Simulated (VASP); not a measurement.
Given:

```
MoS2
1.0
    3.14562     0.00000     0.00000
   -1.57281     2.72419     0.00000
    0.00000     0.00000    12.06155
Mo S
2 4
Direct
  0.33333   0.66667   0.25000
  0.66667   0.33333   0.75000
  0.33333   0.66667   0.62022
  0.66667   0.33333   0.12022
  0.33333   0.66667   0.87978
  0.66667   0.33333   0.37978
```

Level of theory: PBE GGA with D3 dispersion (Becke-Johnson damping), VASP's PBE PAW potentials (set 64) (plane waves; VASP 6.6.1). Numerical set-up: 400 eV cut-off, Gaussian smearing of 0.050 eV, potentials Mo_sv S.

Question: Predict the band gap (along the path) with the smallest direct gap where there is one.

Answer: 
- band gap (along the path): 0.78 eV
- smallest direct gap (along the path): 1.71 eV

The absolute energy has meaning only against runs of the same code, potentials and settings.

The structure comes from a measured MoS2 entry (P6_3/mmc) of the Crystallography Open Database, whose conditions weren't checked. It was relaxed first.
